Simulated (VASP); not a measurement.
Output of a VASP run:

**OSZICAR**
```
       N       E                     dE             d eps       ncg     rms          rms(c)
DAV:   1     0.127140372631E+03    0.12714E+03   -0.10215E+04  2504   0.158E+03
DAV:   2    -0.161476304877E+02   -0.14329E+03   -0.13458E+03  2888   0.366E+02
DAV:   3    -0.228860626112E+02   -0.67384E+01   -0.65385E+01  3476   0.717E+01
DAV:   4    -0.231831027568E+02   -0.29704E+00   -0.29682E+00  3288   0.144E+01
DAV:   5    -0.231919249382E+02   -0.88222E-02   -0.88216E-02  3512   0.208E+00    0.304E+01
DAV:   6    -0.202032834378E+02    0.29886E+01   -0.12402E+01  2796   0.276E+01    0.130E+01
DAV:   7    -0.201539109653E+02    0.49372E-01   -0.40848E-01  2852   0.571E+00    0.866E+00
DAV:   8    -0.201505338503E+02    0.33771E-02   -0.82712E-02  2832   0.277E+00    0.149E+00
DAV:   9    -0.201482468642E+02    0.22870E-02   -0.18412E-02  3000   0.914E-01    0.532E-01
DAV:  10    -0.201483553122E+02   -0.10845E-03   -0.16236E-03  2820   0.510E-01    0.298E-01
DAV:  11    -0.201482805030E+02    0.74809E-04   -0.27940E-04  2804   0.145E-01    0.162E-02
DAV:  12    -0.201482777865E+02    0.27164E-05   -0.52205E-06  3448   0.273E-02    0.110E-02
DAV:  13    -0.201482776012E+02    0.18536E-06   -0.16995E-07  1460   0.451E-03
   1 F= -.13946094E+02 E0= -.13945989E+02  d E =-.139461E+02
```

File OUTCAR:
```
------------------------ aborting loop because EDIFF is reached ----------------------------------------
  FORCE on cell =-STRESS in cart. coord.  units (eV):
  Direction    XX          YY          ZZ          XY          YZ          ZX
  --------------------------------------------------------------------------------------
  Total        6.1916840      6.1916840      6.1916840     -0.0000000     -0.0000000      0.0000000
  in kB      449.2381649    449.2381649    449.2381649     -0.0000000     -0.0000000      0.0000000
  external PRESSURE =      -0.7618351 kB  Pullay stress =     450.0000000 kB
  volume of cell :       22.08
      direct lattice vectors                 reciprocal lattice vectors
     0.000000000  2.226747164  2.226747164    -0.224542781  0.224542781  0.224542781
     2.226747164  0.000000000  2.226747164     0.224542781 -0.224542781  0.224542781
     2.226747164  2.226747164  0.000000000     0.224542781  0.224542781 -0.224542781
 POSITION                                       TOTAL-FORCE (eV/Angst)
 -----------------------------------------------------------------------------------
      0.00000      0.00000      0.00000         0.000000     -0.000000     -0.000000
      2.22675      2.22675      2.22675        -0.000000      0.000000      0.000000
 -----------------------------------------------------------------------------------
    total drift:                               -0.000000      0.000000      0.000000
  FREE ENERGIE OF THE ION-ELECTRON SYSTEM (eV)
  ---------------------------------------------------
  free  energy   TOTEN  =       -20.1482776012 eV

  energy  without entropy=      -20.1479635234  energy(sigma->0) =      -20.14817291
  enthalpy is  TOTEN    =       -13.9460935423 eV   P V=        6.2021840588

 reached required accuracy - stopping structural energy minimisation
```
(Selected blocks of OUTCAR.)

### POSCAR
```
ZrC
1
    0.0000000000     2.2267471636     2.2267471636
    2.2267471636     0.0000000000     2.2267471636
    2.2267471636     2.2267471636     0.0000000000
Zr C
1 1
Direct
  1.0000000000   1.0000000000   0.0000000000
  0.5000000000   0.5000000000   0.5000000000
```

### Question
Write an INCAR and KPOINTS that could have produced this output.

### Answer
Several could match; the one computed here: the input of the run itself, PBEsol GGA, plane waves, VASP's PBE PAW potentials (set 64).

File KPOINTS:
```
Automatic mesh
0
Gamma
14 14 14
0 0 0
```

**INCAR**
```
SYSTEM = ZrC
PREC = Accurate; ENCUT = 620; LREAL = .FALSE.
LASPH = .TRUE.
EDIFF = 1E-6; NELM = 100; ALGO = Normal
LMAXMIX = 4
ISMEAR = 1; SIGMA = 0.1
GGA = PS
IBRION = 2; NSW = 40; ISIF = 3
EDIFFG = -0.02; PSTRESS = 450
LWAVE = .FALSE.; LCHARG = .FALSE.
```

POTCAR, in this order: Zr_sv C (PBE.64 set). Program: vasp_std.

The compound is ZrC in the rock salt structure. It was relaxed first under an external pressure of 45 GPa.
